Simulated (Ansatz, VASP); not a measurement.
## HC6 (C(110) slab, H on the bottom face) in two plane-wave programs

Aim: how closely do two programs agree when they are given the same cell, functional and k mesh? Of the first pair: The structure shown is the start of the Ansatz relaxation below; VASP solves that cell, so the two are compared at the walk's first step.

Method: plane waves, with VASP 6.6.1 beside it; PBE with D3(BJ), in Ansatz 0.2.0.

## Step 1: The structure

The cell holds 210 atoms: 180 C and 30 H. Its edges and angles: a = 12.611 Å, b = 10.701 Å, c = 19.196 Å, α = 90.0°, β = 90.0°, γ = 90.0°. It derives from C (diamond-structure). As first built, before any earlier steps moved the atoms or strained the cell (in the runner's words): diamond-structure C (a = 3.567 A), (110) slab of 6 atomic planes, 5 x 3 surface cells, H on the broken bonds of the bottom face; displaced by a Gaussian of 0.02 A. Vacuum lies along c.

## Step 2: Ansatz: relaxation, PBE with D3(BJ)

Ansatz runs on its default PAW (the set named soft_2) files.

The two programs are compared at the cell with which this relaxation starts, whose forces are those of its first step.

Contents of input.yaml:

```yaml
crystal:
  lattice:
    - [12.61125, 0.0, 0.0]
    - [0.0, 10.701, 0.0]
    - [0.0, 0.0, 19.19561]
  atoms:
    - { symbol: C, position: [0.90047, 0.16544, 0.35868] }
    - { symbol: C, position: [0.99961, 0.08516, 0.35876] }
    - { symbol: C, position: [0.00217, 0.99974, 0.4243] }
    - { symbol: C, position: [0.89902, 0.25417, 0.42472] }
    - { symbol: C, position: [0.9023, 0.16843, 0.49064] }
    - { symbol: C, position: [0.99946, 0.08842, 0.49128] }
    - { symbol: C, position: [0.00217, 0.00169, 0.55622] }
    - { symbol: C, position: [0.90177, 0.24913, 0.55497] }
    - { symbol: C, position: [0.89832, 0.16984, 0.62227] }
    - { symbol: C, position: [0.00297, 0.08428, 0.62295] }
    - { symbol: C, position: [0.00086, 0.00279, 0.6881] }
    - { symbol: C, position: [0.8974, 0.24821, 0.68652] }
    - { symbol: C, position: [0.09936, 0.16766, 0.358] }
    - { symbol: C, position: [0.20103, 0.07858, 0.36034] }
    - { symbol: C, position: [0.19908, 0.99802, 0.42638] }
    - { symbol: C, position: [0.1023, 0.25191, 0.42653] }
    - { symbol: C, position: [0.09824, 0.1641, 0.49125] }
    - { symbol: C, position: [0.19448, 0.0842, 0.49089] }
    - { symbol: C, position: [0.19832, 0.00311, 0.55391] }
    - { symbol: C, position: [0.09793, 0.24984, 0.55498] }
    - { symbol: C, position: [0.09746, 0.16618, 0.62293] }
    - { symbol: C, position: [0.20018, 0.08603, 0.62151] }
    - { symbol: C, position: [0.19795, 0.00549, 0.68805] }
    - { symbol: C, position: [0.10253, 0.2507, 0.68962] }
    - { symbol: C, position: [0.90051, 0.50141, 0.36069] }
    - { symbol: C, position: [3.0e-05, 0.41578, 0.35861] }
    - { symbol: C, position: [0.00192, 0.33337, 0.42492] }
    - { symbol: C, position: [0.8959, 0.58366, 0.42654] }
    - { symbol: C, position: [0.90223, 0.50351, 0.48898] }
    - { symbol: C, position: [0.99773, 0.41671, 0.49174] }
[... 174 atom lines left out ...]
    - { symbol: H, position: [0.69911, 0.56118, 0.31359] }
    - { symbol: H, position: [0.80167, 0.35689, 0.3133] }
    - { symbol: H, position: [0.50138, 0.89203, 0.3126] }
    - { symbol: H, position: [0.60281, 0.69371, 0.31372] }
    - { symbol: H, position: [0.70084, 0.89406, 0.31327] }
    - { symbol: H, position: [0.7985, 0.69394, 0.31268] }
kpoints:
  mp_grid: { grid: [1, 1, 1] }
hamiltonian:
  xc: pbe
  dispersion: d3bj
scf:
  occupations: { method: gaussian, width: 0.025 }
output:
  forces: true
relax:
  f_tol: 0.05
  max_steps: 162
  constraints:
    - { sites: [0, 1, 2, 3, 12, 13, 24, 25, 26, 36, 37, 38, 39, 48, 49, 50, 60, 61, 63, 72, 73, 74, 84, 85, 86, 87, 96, 97, 98, 108, 109, 110, 120, 121, 122, 123, 132, 133, 134, 135, 144, 145, 146, 147, 156, 157, 159, 168, 169, 170, 171, 180, 181, 182, 183, 184, 185, 186, 187, 188, 189, 190, 191, 192, 193, 194, 195, 196, 197, 198, 199, 200, 201, 202, 203, 204, 205, 206, 207, 208, 209], fix: xyz }
```

Launch:

```sh
$ ansatz run input.yaml --threads 4 --pin off --max-ram 8192MiB --backend cpu --events-out ev --progress --plain --runs-dir out
```

Numbers of over 12 decimals in the logs are rounded to 6 here.

Log:

```text
Engine: ansatz 0.2.0, x86_64-unknown-linux-gnu
Pseudopotentials: kind: paw
Pseudopotential: C, paw, valence charge 4, recommended cutoff 420 eV (normal), C.paw.azcp
Pseudopotential: H, paw, valence charge 1, recommended cutoff 420 eV (normal), H.paw.azcp
Functional definition: PBE
  parameter kappa = 0.804
  parameter beta = 0.066725
  exchange = pbe_x(kappa = kappa, mu = beta*pi^2/3)
  correlation = pbe_c(beta = beta)
Crystal: 210 atoms, lattice volume = 2590.505 Å³
Basis set: ecut = 420 eV, 50557 PW (Γ), exchange–correlation on 180×144×270 points (8 copies of the dense FFT grid, shifted against one another)
Bands: 585, of which v1, the nominal top of the filled ones, is band 375 counted from 1 (374 counted from 0)
Symmetry: 1 space group operations
Space group: P1 (ITA 1), of the structure as read, at distance tolerance 1.4e-4 Å
k-points: 1
Non-local potential: C, projectors of the file, l = 0: 2, l = 1: 2, l = 2: 1
Non-local potential: H, projectors of the file, l = 0: 2, l = 1: 1
PAW form: soft (Blöchl's): semilocal exchange-correlation on the pseudo side does not see the compensation charge
PAW one-centre angular grid: C, 110 points (default); XC on 64 Gauss nodes
PAW one-centre angular grid: H, 110 points (default); XC on 64 Gauss nodes
Initial density: superposition of atomic densities (neutral atoms: chi_scale 0, normalization atom), corrected by the library's trained network
Initial wavefunctions: pseudopotential atomic-orbital guess
Functional: x = pbe(κ = 0.804, μ = 0.219515), c = pbe(β = 0.066725)
SCF iter   1: F=—  HF=-45598.081074 eV  |F-HF|=—  |Δ(HF+E_count)|=         —  Δρ=9.95e-3  dr2=1.75e1  ethr=1.77e-3  ⟨swp⟩=8.0  Hψ=3356  notcnv=0  defer=154
preconditioner: auto → LDOS  [metal: Δε(μ)=0.016 eV  Ē_g=15.628 eV  σ=0.025 eV  W_gap=0.35  n_scr=470 (ndim 8)  ℏωp=20.0 eV  f_vac=0.489  D(μ)=89.33/eV (n_scr^D=676)  β→1.0]
SCF iter   2: F=—  HF=-45597.149559 eV  |F-HF|=—  |Δ(HF+E_count)|=   9.32e-1  Δρ=5.15e-3  dr2=3.49e0  ethr=1.77e-3  ⟨swp⟩=2.0  Hψ=682  notcnv=0  defer=198
preconditioner: auto → Resta (q_TF=auto, 2.219 Å⁻¹)  ε∞=2.6  [insulator: Δε(μ)=0.217 eV  Ē_g=15.561 eV  σ=0.025 eV  W_gap=1.00  n_scr=470 (ndim 8)  ℏωp=20.0 eV  f_vac=0.492  D(μ)=0.00/eV (n_scr^D=0)  ε∞_Penn≈2.6  vacuum switching on, ρ_ref=1.8e-2 e/Å³  β→0.5]
SCF iter   3: F=—  HF=-45596.783570 eV  |F-HF|=—  |Δ(HF+E_count)|=   3.66e-1  Δρ=5.21e-3  dr2=1.74e0  ethr=4.66e-4  ⟨swp⟩=3.0  Hψ=658  notcnv=0  defer=198
SCF iter   4: F=—  HF=-45596.767227 eV  |F-HF|=—  |Δ(HF+E_count)|=   1.63e-2  Δρ=5.22e-3  dr2=2.92e0  ethr=2.32e-4  ⟨swp⟩=2.0  Hψ=700  notcnv=0  defer=203
SCF iter   5: F=—  HF=-45596.552933 eV  |F-HF|=—  |Δ(HF+E_count)|=   2.14e-1  Δρ=1.45e-3  dr2=1.41e-1  ethr=2.32e-4  ⟨swp⟩=3.0  Hψ=1138  notcnv=0  defer=198
SCF iter   6: F=—  HF=-45596.537057 eV  |F-HF|=—  |Δ(HF+E_count)|=   1.59e-2  Δρ=1.09e-3  dr2=8.46e-2  ethr=1.88e-5  ⟨swp⟩=2.0  Hψ=727  notcnv=0  defer=198
SCF iter   7: F=—  HF=-45596.531305 eV  |F-HF|=—  |Δ(HF+E_count)|=   5.75e-3  Δρ=5.29e-4  dr2=1.33e-2  ethr=1.13e-5  ⟨swp⟩=2.0  Hψ=498  notcnv=0  defer=198
SCF iter   8: F=—  HF=-45596.534963 eV  |F-HF|=—  |Δ(HF+E_count)|=   3.66e-3  Δρ=2.63e-4  dr2=3.93e-3  ethr=1.77e-6  ⟨swp⟩=2.0  Hψ=604  notcnv=0  defer=198
SCF iter   9: F=—  HF=-45596.534992 eV  |F-HF|=—  |Δ(HF+E_count)|=   2.93e-5  Δρ=1.58e-4  dr2=1.62e-3  ethr=5.24e-7  ⟨swp⟩=3.0  Hψ=698  notcnv=0  defer=198
SCF iter  10: F=—  HF=-45596.534903 eV  |F-HF|=—  |Δ(HF+E_count)|=   8.92e-5  Δρ=7.32e-5  dr2=2.31e-4  ethr=2.15e-7  ⟨swp⟩=2.0  Hψ=545  notcnv=0  defer=198
SCF iter  11: F=—  HF=-45596.534907 eV  |F-HF|=—  |Δ(HF+E_count)|=   3.74e-6  Δρ=4.61e-5  dr2=9.33e-5  ethr=3.07e-8  ⟨swp⟩=2.0  Hψ=569  notcnv=0  defer=198
SCF iter  12: F=—  HF=-45596.534914 eV  |F-HF|=—  |Δ(HF+E_count)|=   6.96e-6  Δρ=3.53e-5  dr2=6.91e-5  ethr=8.33e-9  ⟨swp⟩=4.0  Hψ=1335  notcnv=0
SCF iter  13: F=-45596.534912 eV  HF=-45596.534920 eV  |F-HF|=7.56e-6  |Δ(HF+E_count)|=   6.00e-6  Δρ=2.76e-5  dr2=2.40e-5  ethr=8.33e-9  ⟨swp⟩=3.0  Hψ=1029  notcnv=0
SCF 1 converged in 13 iterations: F = -45596.534912 eV  dr2 = 2.40e-5
  greatest PAW one-centre occupation: 0.657 electrons in one spin orbital (limit 2), on the C atom at site 84 (counted from 0), in its partial waves of l = 0
relax step   1: F+E_penalty+E_count = -45596.53491207 eV  Δ(F+E_penalty+E_count) = +0.000e0 eV  max|allowed force component| = 5.269e0 eV/Å  Δτ_max = 0.0000 Å  (13 SCF iters, dr2 threshold 6.25e-5 eV, accepted)
Initial density: handed on by an earlier stage of this run
Initial wavefunctions: those handed on with the density
iter 1 solved again at ethr=6.48e-4 eV; its pass at ethr=3.10e-3 eV (dr2=4.86e0 eV) is discarded
SCF iter   1: F=—  HF=-45610.341682 eV  |F-HF|=—  |Δ(HF+E_count)|=         —  Δρ=1.50e-2  dr2=4.68e0  ethr=6.48e-4  ⟨swp⟩=2.0  Hψ=2722  notcnv=0  defer=115
[...]
- { symbol: C, position: [0.400970, 0.41465, 0.35854] }
    - { symbol: C, position: [0.39859, 0.33473, 0.42478] }
    - { symbol: C, position: [0.3029, 0.58111, 0.42418] }
    - { symbol: C, position: [0.300412, 0.499226, 0.489803] }
    - { symbol: C, position: [0.400050, 0.417049, 0.490127] }
    - { symbol: C, position: [0.400258, 0.333301, 0.555094] }
    - { symbol: C, position: [0.300092, 0.583763, 0.554983] }
    - { symbol: C, position: [0.300162, 0.497047, 0.622321] }
    - { symbol: C, position: [0.400169, 0.420376, 0.622391] }
    - { symbol: C, position: [0.400160, 0.323787, 0.677740] }
    - { symbol: C, position: [0.300160, 0.593651, 0.677722] }
    - { symbol: C, position: [0.10188, 0.83558, 0.35816] }
    - { symbol: C, position: [0.1995, 0.75288, 0.35961] }
    - { symbol: C, position: [0.20115, 0.66551, 0.4248] }
    - { symbol: C, position: [0.101079, 0.917194, 0.424007] }
    - { symbol: C, position: [0.100412, 0.833161, 0.489619] }
    - { symbol: C, position: [0.200414, 0.749837, 0.489948] }
    - { symbol: C, position: [0.200239, 0.666602, 0.555156] }
    - { symbol: C, position: [0.100293, 0.917510, 0.554788] }
    - { symbol: C, position: [0.100227, 0.830603, 0.622188] }
    - { symbol: C, position: [0.200230, 0.753812, 0.622281] }
    - { symbol: C, position: [0.200196, 0.657378, 0.677735] }
    - { symbol: C, position: [0.100196, 0.927076, 0.677612] }
    - { symbol: C, position: [0.69949, 0.16845, 0.35921] }
[...]
- { symbol: C, position: [0.699639, 0.833915, 0.489641] }
    - { symbol: C, position: [0.799602, 0.751157, 0.489627] }
    - { symbol: C, position: [0.800044, 0.667198, 0.554962] }
    - { symbol: C, position: [0.699977, 0.917888, 0.554749] }
    - { symbol: C, position: [0.700054, 0.830761, 0.622127] }
    - { symbol: C, position: [0.800121, 0.754136, 0.622176] }
    - { symbol: C, position: [0.800150, 0.657767, 0.677694] }
    - { symbol: C, position: [0.700120, 0.927169, 0.677561] }
    - { symbol: H, position: [0.90044, 0.22347, 0.31385] }
    - { symbol: H, position: [0.99979, 0.02792, 0.31279] }
    - { symbol: H, position: [0.1002, 0.22952, 0.31111] }
    - { symbol: H, position: [0.203620, 0.02443, 0.31121] }
    - { symbol: H, position: [0.90065, 0.55736, 0.310790] }
    - { symbol: H, position: [0.00105, 0.35823, 0.31423] }
    - { symbol: H, position: [0.301, 0.22485, 0.31139] }
    - { symbol: H, position: [0.40118, 0.02546, 0.313] }
    - { symbol: H, position: [0.099660, 0.55805, 0.31187] }
    - { symbol: H, position: [0.200480, 0.36218, 0.31365] }
    - { symbol: H, position: [0.89775, 0.890390, 0.31215] }
    - { symbol: H, position: [0.00139, 0.69314, 0.31212] }
    - { symbol: H, position: [0.50183, 0.22895, 0.31331] }
    - { symbol: H, position: [0.60074, 0.0232, 0.312110] }
    - { symbol: H, position: [0.29947, 0.55918, 0.31464] }
    - { symbol: H, position: [0.402510, 0.35718, 0.31194] }
    - { symbol: H, position: [0.10157, 0.895420, 0.3116] }
    - { symbol: H, position: [0.200760, 0.69282, 0.3126] }
    - { symbol: H, position: [0.69975, 0.224660, 0.31331] }
    - { symbol: H, position: [0.798840, 0.02324, 0.31353] }
    - { symbol: H, position: [0.499480, 0.55538, 0.31256] }
    - { symbol: H, position: [0.60192, 0.3588, 0.31277] }
    - { symbol: H, position: [0.29982, 0.89418, 0.31133] }
    - { symbol: H, position: [0.40002, 0.69372, 0.31303] }
    - { symbol: H, position: [0.699110, 0.56118, 0.313590] }
    - { symbol: H, position: [0.80167, 0.35689, 0.3133] }
    - { symbol: H, position: [0.50138, 0.89203, 0.3126] }
    - { symbol: H, position: [0.60281, 0.69371, 0.31372] }
    - { symbol: H, position: [0.70084, 0.89406, 0.31327] }
    - { symbol: H, position: [0.7985, 0.69394, 0.31268] }
```

Reading the cycles: dr2 is the Hartree energy of the density residual (eV), the measure of convergence; HF is the Harris–Foulkes estimate of the energy, which meets the free energy F at convergence.

## Step 3: VASP: single point, PBE with D3(BJ), start cell, pair 1

The same cell, functional, mesh and smearing now go to VASP, with its own data sets.

Lines of VASP's logs that name or quote its potential files are left out, and so is its time.

Contents of INCAR:

```
SYSTEM = HC6
PREC = Accurate
ENCUT = 520
EDIFF = 1E-06
NELM = 120
ISMEAR = 0
SIGMA = 0.025
LREAL = Auto
ALGO = Normal
GGA = PE
IVDW = 12
NBANDS = 522
LORBIT = 11
LWAVE = .FALSE.
LCHARG = .FALSE.
ISIF = 2
LASPH = .TRUE.
GGA_COMPAT = .FALSE.
EFERMI = MIDGAP
```

Contents of POSCAR:

```
HC6
1.0
   12.6112500000      0.0000000000      0.0000000000
    0.0000000000     10.7010000000      0.0000000000
    0.0000000000      0.0000000000     19.1956100000
C H
180 30
Direct
    0.9004737833      0.1654424820      0.3586809692
    0.9996074933      0.0851602654      0.3587591121
    0.0021726633      0.9997383422      0.4243001395
    0.8990226980      0.2541725072      0.4247221109
    0.9022975518      0.1684328567      0.4906382241
    0.9994568342      0.0884216428      0.4912789956
    0.0021726633      0.0016914307      0.5562209276
    0.9017662801      0.2491262499      0.5549706417
    0.8983169789      0.1698439398      0.6222724883
    0.0029735355      0.0842818428      0.6229497265
    0.0008563782      0.0027941314      0.6881000395
    0.8973971652      0.2482104476      0.6865215536
    0.0993636634      0.1676572283      0.3579985215
    0.2010268609      0.0785814410      0.3603375980
    0.1990762216      0.9980188767      0.4263787397
    0.1022975518      0.2519110364      0.4265298159
    0.0982376846      0.1640968134      0.4912477384
    0.1944771533      0.0841977385      0.4908882812
    0.1983229260      0.0031118587      0.5539078987
    0.0979284369      0.2498364639      0.5549810608
    0.0974606007      0.1661807308      0.6229288884
    0.2001784121      0.0860293431      0.6215118978
    0.1979502428      0.0054854686      0.6880479443
    0.1025275052      0.2506961966      0.6896212207
    0.9005134305      0.5014110831      0.3606918457
    0.0000317177      0.4157835716      0.3586080359
    0.0019189216      0.3333707130      0.4249200729
    0.8958985033      0.5836557331      0.4265402350
    0.9022261869      0.5035136903      0.4889815953
    0.9977282189      0.4167087188      0.4917374337
[... 174 atom lines left out ...]
    0.6991138864      0.5611811980      0.3135925350
    0.8016731093      0.3568918793      0.3133008016
    0.5013777381      0.8920287824      0.3125975158
    0.6028109823      0.6937108681      0.3137175635
    0.7008425017      0.8940566302      0.3132695444
    0.7985013381      0.6939444912      0.3126808682
```

Contents of KPOINTS:

```
Automatic mesh
0
Gamma
1 1 1
0 0 0
```

Potentials, in the order of the species: C and H (PBE family, release 64).

Launch:

```sh
$ export OMP_NUM_THREADS=4
$ mpirun -np 1 vasp_gam
```

Log:

```text
[banner, memory and clock lines left out]
running    1 mpi-ranks, on    1 nodes
[...]
Offloading initialized ...    1 GPUs detected
[...]
LDA part: xc-table for (Slater+PW92), standard interpolation
 POSCAR, INCAR and KPOINTS ok, starting setup
[...]
entering main loop
       N       E                     dE             d eps       ncg     rms          rms(c)
DAV:   1     0.724743981128E+04    0.72474E+04   -0.39676E+05  1060   0.136E+03
DAV:   2    -0.880934452335E+03   -0.81284E+04   -0.77158E+04  1480   0.336E+02
DAV:   3    -0.172766363815E+04   -0.84673E+03   -0.83485E+03  1304   0.112E+02
DAV:   4    -0.175722289580E+04   -0.29559E+02   -0.29433E+02  1408   0.229E+01
[...]
DAV:  30    -0.168374415968E+04   -0.14084E-04   -0.51892E-07   880   0.578E-04    0.490E-04
DAV:  31    -0.168374416602E+04   -0.63361E-05   -0.49525E-07   864   0.526E-04    0.261E-04
DAV:  32    -0.168374416698E+04   -0.96290E-06   -0.14725E-07   856   0.305E-04
   1 F= -.17134439E+04 E0= -.17134439E+04  d E =-.147813E-72
```

OUTCAR, selected parts (step 3):

```text
  FREE ENERGIE OF THE ION-ELECTRON SYSTEM (eV)
  ---------------------------------------------------
  free  energy   TOTEN  =     -1713.4438945016 eV

  energy  without entropy=    -1713.4438945016  energy(sigma->0) =    -1713.44389450
```

(Part 1 of 2 ends here.)

[Lines on the potential files, build, host, timing and source positions are cut from VASP's logs without a mark.]

[Logs are printed without paths, hosts, clocks, repeated set-up lines and the standing remarks that a program may print on its own settings, such as how far it seeks lower states.]

[Hosts, paths, dates, database ids (printed as entryN), source tags and the programs' standing remarks are cut or masked in the printed files.]
